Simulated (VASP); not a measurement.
Method: PBE GGA, VASP's PBE PAW potentials (set 64) (plane waves; VASP).

The input files of a VASP run:

**KPOINTS**
```
Automatic mesh
0
Gamma
12 12 12
0 0 0
```

POSCAR:
```
W
3.029910
 -0.5000000000   0.5000000000   0.5000000000
  0.5000000000  -0.5000000000   0.5000000000
  0.5000000000   0.5000000000  -0.5000000000
W
1
Cartesian
  0.0000000000   0.0000000000   0.0000000000
```

### INCAR
```
ALGO = Normal
EDIFF = 1E-6
ENCUT = 300
GGA = PE
ISIF = 2
ISMEAR = -1
LASPH = .TRUE.
LCHARG = .FALSE.
LMAXMIX = 6
LREAL = .FALSE.
LWAVE = .FALSE.
NELM = 100
PREC = Accurate
SIGMA = 0.1
SYSTEM = W
```

POTCAR, in this order: W_sv (PBE.64 set). Program: vasp_std.

What VASP printed:

OSZICAR:
```
       N       E                     dE             d eps       ncg     rms          rms(c)
DAV:   1     0.527412014199E+02    0.52741E+02   -0.58032E+03  1635   0.104E+03
DAV:   2    -0.121842538160E+02   -0.64925E+02   -0.62734E+02  1686   0.257E+02
DAV:   3    -0.130835665509E+02   -0.89931E+00   -0.89591E+00  1814   0.322E+01
DAV:   4    -0.130872464403E+02   -0.36799E-02   -0.36798E-02  1704   0.213E+00
DAV:   5    -0.130872678862E+02   -0.21446E-04   -0.21447E-04  1779   0.162E-01    0.267E+01
DAV:   6    -0.126990344630E+02    0.38823E+00   -0.37963E-01  1668   0.863E+00    0.121E+01
DAV:   7    -0.125824195116E+02    0.11661E+00   -0.24108E-01  1734   0.649E+00    0.466E-01
DAV:   8    -0.125787510793E+02    0.36684E-02   -0.38596E-03  1614   0.974E-01    0.448E-02
DAV:   9    -0.125787659941E+02   -0.14915E-04   -0.35896E-05  1796   0.784E-02    0.465E-02
DAV:  10    -0.125787579927E+02    0.80014E-05   -0.14670E-05  1671   0.557E-02    0.362E-03
DAV:  11    -0.125787578370E+02    0.15578E-06   -0.97465E-08   897   0.420E-03
   1 F= -.12578758E+02 E0= -.12571496E+02  d E =-.145229E-01
```

**OUTCAR**
```
------------------------ aborting loop because EDIFF is reached ----------------------------------------
  FORCE on cell =-STRESS in cart. coord.  units (eV):
  Direction    XX          YY          ZZ          XY          YZ          ZX
  --------------------------------------------------------------------------------------
  Total        5.2566016      5.2566016      5.2566016      0.0000000      0.0000000      0.0000000
  in kB      605.5589899    605.5589899    605.5589899      0.0000000      0.0000000      0.0000000
  external PRESSURE =     605.5589899 kB  Pullay stress =       0.0000000 kB
  volume of cell :       13.91
      direct lattice vectors                 reciprocal lattice vectors
    -1.514955000  1.514955000  1.514955000     0.000000000  0.330042807  0.330042807
     1.514955000 -1.514955000  1.514955000     0.330042807  0.000000000  0.330042807
     1.514955000  1.514955000 -1.514955000     0.330042807  0.330042807  0.000000000
 POSITION                                       TOTAL-FORCE (eV/Angst)
 -----------------------------------------------------------------------------------
      0.00000      0.00000      0.00000         0.000000     -0.000000     -0.000000
 -----------------------------------------------------------------------------------
    total drift:                                0.000000     -0.000000     -0.000000
  FREE ENERGIE OF THE ION-ELECTRON SYSTEM (eV)
  ---------------------------------------------------
  free  energy   TOTEN  =       -12.5787578370 eV

  energy  without entropy=      -12.5642348947  energy(sigma->0) =      -12.57149637
```
(Selected blocks of OUTCAR.)

OUTCAR:
```
 val. band max:       13.4494838626   @ k =  -0.1667   0.2500   0.0833

 cond. band min:      13.4883743908   @ k =   0.1667   0.0000   0.0000


 Fermi energy:        13.4700287488

 k-point     1 :       0.0000    0.0000    0.0000
  band No.  band energies     occupation
      1     -60.5763      2.00000
      2     -23.8959      2.00000
      3     -23.8959      2.00000
      4     -23.8959      2.00000
      5       3.0989      2.00000
      6      11.9724      2.00000
      7      11.9724      2.00000
      8      11.9724      2.00000
      9      16.0174      0.00000
     10      16.0174      0.00000
     11      28.2252      0.00000

 k-point     2 :       0.0833    0.0000    0.0000
  band No.  band energies     occupation
      1     -60.5592      2.00000
      2     -24.0417      2.00000
      3     -23.9395      2.00000
      4     -23.8968      2.00000
      5       3.4928      2.00000
      6      11.7262      2.00000
      7      11.9072      2.00000
      8      12.3592      1.99997
      9      15.6298      0.00000
     10      16.0164      0.00000
     11      28.5753      0.00000

 k-point     3 :       0.1667    0.0000    0.0000
  band No.  band energies     occupation
      1     -60.5164      2.00000
      2     -24.4288      2.00000
      3     -24.0580      2.00000
      4     -23.9004      2.00000
      5       4.5410      2.00000
      6      11.1138      2.00000
      7      11.6015      2.00000
      8      13.4884      0.90853
      9      15.1610      0.00000
     10      16.0585      0.00000
     11      29.2522      0.00000

 k-point     4 :       0.2500    0.0000    0.0000
  band No.  band energies     occupation
      1     -60.4575      2.00000
      2     -24.9310      2.00000
      3     -24.2160      2.00000
      4     -23.9054      2.00000
      5       5.7714      2.00000
      6      10.3867      2.00000
      7      11.3180      2.00000
      8      15.2669      0.00000
      9      15.3052      0.00000
...
```

At this cut-off the stress carries a Pulay error, which pulls relaxed volumes low. Unless said otherwise, spin-orbit coupling is left out, though it shifts the bands of the heavy elements here.

The structure is a typed W crystal (Im-3m). The cell was not relaxed at this level, and its volume differs by -5.9 % from the start's.
